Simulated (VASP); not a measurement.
# Ag2HgPb4 (P1) in VASP: single point with r2SCAN

Aim: the single point of Ag2HgPb4 with r2SCAN.

Everything below comes from runs of VASP 6.6.1. Logs are shortened: lines on timing, memory, paths and dates and some standing lists are left out, and cuts for length are marked.

## Step 1: The crystal as given

The typed cell holds 7 atoms: a = 6.495 Å, b = 5.864 Å, c = 5.401 Å, α = 67.49°, β = 82.62°, γ = 81.85°.

The cell was built by a generator and needn't be a form met in nature.

## Step 2: Single point, r2SCAN

File POSCAR:

```
Ag2HgPb4
1.0
    6.4732854811      0.4075460070      0.3469800573
    0.4141004157      5.7489955900      1.0768495358
    0.3447072111      1.0955293207      5.2777898779
Hg Ag Pb
1 2 4
Direct
    1.1049998398      1.0489524489      1.1102618069
    0.8530721228      0.6863081649      0.5539193814
    0.5349735524      1.0078323813      0.2740579685
    0.2142405263      0.3613166403      0.4275278392
    0.2547098268      0.7291641436      0.7627003470
    0.6983859051      0.5414751222      0.1302333484
    0.7324522267      0.1295660988      0.7235883086
```

File INCAR.step1:

```
SYSTEM = Ag2HgPb4
PREC = Accurate ; ENCUT = 520
ISMEAR = -1 ; SIGMA = 0.1
LREAL = .FALSE. ; LASPH = .TRUE.
NELM = 100 ; NBANDS = 54
GGA = PE ; ALGO = Normal
EDIFF = 1E-4 ; LWAVE = .TRUE.
LCHARG = .FALSE.
```

File INCAR.step2:

```
SYSTEM = Ag2HgPb4
PREC = Accurate ; ENCUT = 520
EDIFF = 1E-6 ; ISMEAR = -1
SIGMA = 0.1 ; LREAL = .FALSE.
LASPH = .TRUE. ; NELM = 100
ALGO = Normal ; ISIF = 2
LWAVE = .FALSE. ; LCHARG = .TRUE.
METAGGA = R2SCAN ; LMIXTAU = .TRUE.
LELF = .TRUE. ; LVHAR = .TRUE.
NBANDS = 54 ; ISTART = 1
```

File KPOINTS:

```
Automatic mesh
0
Gamma
  3 3 3
  0 0.5 0
```

Potentials or basis: VASP PAW PBE potentials, release 64 (Hg, Ag, Pb_d).

The run is started by

```bash
> cat potpaw_PBE.64/Hg/POTCAR potpaw_PBE.64/Ag/POTCAR potpaw_PBE.64/Pb_d/POTCAR > POTCAR
> cp INCAR.step1 INCAR
> mpirun -np 1 vasp_std > vasp.out
> cp INCAR.step2 INCAR
> mpirun -np 1 vasp_std > vasp.out
```

OUTCAR:

```text
SYSTEM = Ag2HgPb4
   PREC = Accurate
   ENCUT = 520
   EDIFF = 1E-6
   ISMEAR = -1
   LREAL = .FALSE.
   LASPH = .TRUE.
   NELM = 100
   ISIF = 2
   METAGGA = R2SCAN
   ISTART = 1

 ion  position               nearest neighbor table
   1  0.105  0.049  0.110-   3 2.99   2 3.00   5 3.11   4 3.14   7 3.26   4 3.46   5 3.49   6 3.65
                             3 3.71   4 3.73   5 3.91   7 3.98
   2  0.853  0.686  0.554-   3 2.76   6 2.97   4 2.99   1 3.00   7 3.04   6 3.05   5 3.05   7 3.22

   3  0.535  0.008  0.274-   2 2.76   7 2.94   1 2.99   4 3.00   5 3.04   6 3.13   6 3.22   7 3.23
                             1 3.71
   4  0.214  0.361  0.428-   2 2.99   3 3.00   1 3.14   5 3.36   5 3.41   5 3.43   6 3.45   1 3.46
                             7 3.53   1 3.73   6 3.74   7 3.76
   5  0.255  0.729  0.763-   3 3.04   2 3.05   1 3.11   4 3.36   4 3.41   4 3.43   1 3.49   6 3.52
                             7 3.82   1 3.91   6 3.98   7 4.09
   6  0.698  0.541  0.130-   2 2.97   2 3.05   3 3.13   7 3.20   3 3.22   7 3.33   4 3.45   5 3.52
                             1 3.65   4 3.74   7 3.81   5 3.98
   7  0.732  0.130  0.724-   3 2.94   2 3.04   6 3.20   2 3.22   3 3.23   1 3.26   6 3.33   4 3.53
                             4 3.76   6 3.81   5 3.82   1 3.98   5 4.09

  LATTYP: Found a triclinic cell.
 ALAT       =     5.8636195623
 B/A-ratio  =     1.8541804413
 C/A-ratio  =     1.5290244148
 COS(alpha) =     0.0139505806
 COS(beta)  =     0.3332930311
 COS(gamma) =     0.8884597044

  Lattice vectors:

 A1 = (  -0.4141004157,  -5.7489955900,  -1.0768495358)
 A2 = (  -0.4834936203, -10.4024618593,   3.1240908063)
 A3 = (  -6.8179926922,  -1.5030753277,  -5.6247699352)

Analysis of symmetry for initial positions (statically):
=====================================================================
 Subroutine PRICEL returns:
 Original cell was already a primitive cell.

 Routine SETGRP: Setting up the symmetry group for a
 triclinic supercell.

 Subroutine GETGRP returns: Found  1 space group operations
 (whereof  1 operations were pure point group operations)
 out of a pool of  2 trial point group operations.

The static configuration has the point symmetry C_1 .

Analysis of symmetry for dynamics (positions and initial velocities):
=====================================================================
 Subroutine PRICEL returns:
 Original cell was already a primitive cell.

 Routine SETGRP: Setting up the symmetry group for a
 triclinic supercell.

 Subroutine GETGRP returns: Found  1 space group operations
 (whereof  1 operations were pure point group operations)
 out of a pool of  2 trial point group operations.

[... 105 lines left out ...]
   ISIF   =      2    stress and relaxation
   ISYM   =      2    0-nonsym 1-usesym 2-fastsym
   POTIM  = 0.5000    time-step for ionic-motion
   TEBEG  =    0.0;   TEEND  =   0.0 temperature during run
   PSTRESS=    0.0 pullay stress
   NELECT =      90.0000    total number of electrons
   NUPDOWN=      -1.0000    fix difference up-down
   EMIN   =  10.00;   EMAX   =-10.00  energy-range for DOS
   EFERMI =   0.00;   METHOD = LEGACY
   ISMEAR =    -1;   SIGMA  =   0.10  broadening in eV -4-tet -1-fermi 0-gaus
   EFERMI_NEDOS =   21; number of points for ismear=-14 and -15
   IALGO  =     38    algorithm
   IMIX   =      4    mixing-type and parameters
     AMIX     =   0.40;   BMIX     =  1.00
     AMIX_MAG =   1.60;   BMIX_MAG =  1.00
  volume/ion in A,a.u.               =      26.79       180.76
  Fermi-wavevector in a.u.,A,eV,Ry     =   1.281791  2.422234 22.354212  1.642988
  Thomas-Fermi vector in A             =   2.414140
   LORBIT       =      0    0 simple, 1 ext, 2 COOP (PROOUT), +10 PAW based schemes
   METAGGA = R2SCAN    functional components
   LHFCALC =     F    Hartree Fock is set to
   AEXX    =    0.0000 exact exchange contribution
   IVDW    =     0    specifies the selected vdW correction
   LEPSILON=     F    determine dielectric tensor
   LRPA    =     F    only Hartree local field effects (RPA)
 non-spin polarized calculation
  energy-cutoff  :      520.00
  volume of cell :      187.51
 maximum number of plane-waves:      5070
   NGX = 25   NGY = 21   NGZ = 21

 number of electron      89.9999998 magnetization

 Free energy of the ion-electron system (eV)
  ---------------------------------------------------
  ext. energy  EPLUGINS =         0.00000000
  ---------------------------------------------------
  free energy    TOTEN  =      -316.80764402 eV

  energy without entropy =     -316.76139401  energy(sigma->0) =     -316.78451902

 E-fermi :   6.3708     XC(G=0): -11.0830

 val. band max:        6.2139919535   @ k =   0.3333   0.1667   0.0000
 cond. band min:       6.4838972871   @ k =   0.0000   0.5000   0.3333
 fundamental gap:      0.2699053336
 Fermi energy:         6.3707660665

 k-point     1 :      -0.0000    0.1667    0.0000
  band No.  band energies     occupation
      1     -11.4226      2.00000
      2     -11.3967      2.00000
      3     -11.3589      2.00000
      4     -11.3367      2.00000
      5     -11.3326      2.00000
      6     -11.3111      2.00000
[... 787 lines left out ...]
     53      10.1905      0.00000
     54      10.9616      0.00000

------------------------ aborting loop because EDIFF is reached ----------------------------------------

  FORCE on cell =-STRESS in cart. coord.  units (eV):
  Direction    XX          YY          ZZ          XY          YZ          ZX
  --------------------------------------------------------------------------------------
  -------------------------------------------------------------------------------------
  Total        0.0495987      0.0307526      0.0452195      0.0247397      0.0132991      0.0369878
  in kB        0.4238044      0.2627711      0.3863859      0.2113924      0.1136362      0.3160488
  external PRESSURE =       0.3576538 kB  Pullay stress =       0.0000000 kB

 VOLUME and BASIS-vectors are now :
 -----------------------------------------------------------------------------
  energy-cutoff  :      520.00
  volume of cell :      187.51
      direct lattice vectors                 reciprocal lattice vectors
     6.473285481  0.407546007  0.346980057     0.155527075 -0.009676152 -0.008149395
     0.414100416  5.748995590  1.076849536    -0.009444043  0.181567637 -0.037071813
     0.344707211  1.095529321  5.277789878    -0.008297977 -0.036409861  0.197572936

 POSITION                                       TOTAL-FORCE (eV/Angst)
 -----------------------------------------------------------------------------------
      0.73797      0.44501      0.67109        -0.003912      0.004849     -0.004638
      5.99732      4.90008      3.95852        -0.003412     -0.007131      0.007316
      3.56075      0.56329      1.64048         0.006099      0.001212     -0.000955
      1.68383      2.63289      2.71982         0.005108      0.007244      0.001937
      2.21366      5.13133      4.89895         0.003987     -0.007573     -0.001769
      4.78997      3.54024      1.51276        -0.003240      0.000724     -0.003643
      5.04445      1.83610      4.21262        -0.004630      0.000674      0.001753
 -----------------------------------------------------------------------------------
    total drift:                               -0.000466     -0.000079      0.000027

  FREE ENERGIE OF THE ION-ELECTRON SYSTEM (eV)
  ---------------------------------------------------
  free  energy   TOTEN  =      -316.8076440198 eV

  energy  without entropy=     -316.7613940141  energy(sigma->0) =     -316.78451902
```

OUTCAR.step1:

```text
SYSTEM = Ag2HgPb4
   PREC = Accurate
   ENCUT = 520
   ISMEAR = -1
   LREAL = .FALSE.
   LASPH = .TRUE.
[... 1037 lines left out ...]
      2.21366      5.13133      4.89895         0.055876     -0.063319      0.024264
      4.78997      3.54024      1.51276         0.018684     -0.039095     -0.058565
      5.04445      1.83610      4.21262        -0.026846      0.044425      0.021943
 -----------------------------------------------------------------------------------
    total drift:                               -0.000192     -0.000201      0.002292

  FREE ENERGIE OF THE ION-ELECTRON SYSTEM (eV)
  ---------------------------------------------------
  free  energy   TOTEN  =       -19.4694110598 eV

  energy  without entropy=      -19.4194585363  energy(sigma->0) =      -19.44443480
```

OSZICAR.step1:

```text
N       E                     dE             d eps       ncg     rms          rms(c)
DAV:   1     0.108348520591E+04    0.10835E+04   -0.43044E+04  1512   0.195E+03
DAV:   2     0.105292518755E+03   -0.97819E+03   -0.95157E+03  1518   0.540E+02
DAV:   3    -0.143776388410E+02   -0.11967E+03   -0.11586E+03  1716   0.222E+02
DAV:   4    -0.199927126540E+02   -0.56151E+01   -0.55687E+01  1768   0.479E+01
DAV:   5    -0.201882139827E+02   -0.19550E+00   -0.19546E+00  1816   0.884E+00    0.625E+00
DAV:   6    -0.195041336519E+02    0.68408E+00   -0.30889E+00  1872   0.117E+01    0.527E+00
DAV:   7    -0.194827113224E+02    0.21422E-01   -0.27821E-01  1750   0.360E+00    0.300E+00
DAV:   8    -0.194697297079E+02    0.12982E-01   -0.54963E-02  1754   0.168E+00    0.383E-01
DAV:   9    -0.194693924164E+02    0.33729E-03   -0.79460E-03  1850   0.708E-01    0.170E-01
DAV:  10    -0.194694003039E+02   -0.78875E-05   -0.10323E-03  1668   0.270E-01    0.640E-02
DAV:  11    -0.194694110598E+02   -0.10756E-04   -0.80694E-05   864   0.102E-01
   1 F= -.19469411E+02 E0= -.19444435E+02  d E =-.499525E-01
```

Wall time 5.9 min (1 thread of Intel Xeon Platinum 8488C (Sapphire Rapids), shared host); peak memory 0.38 GiB.

What came out:

* Free energy: -316.8076 eV
* Pressure: 0.0 GPa
* Largest force: 0.011 eV/Å
* Band gap on the k mesh: none (metal or under the smearing width)

Forces on the atoms (eV/Å):
```
Hg  -0.004  0.005 -0.005
Ag  -0.003 -0.007  0.007
Ag   0.006  0.001 -0.001
Pb   0.005  0.007  0.002
Pb   0.004 -0.008 -0.002
Pb  -0.003  0.001 -0.004
Pb  -0.005  0.001  0.002
```

Caveat: the k mesh is coarse (spacing up to 0.42 Å⁻¹), so the values aren't converged; the PAW data sets were made with another functional, which shifts forces and pressure a little. Spin-orbit coupling is left out, which matters for the levels of Hg, Pb.
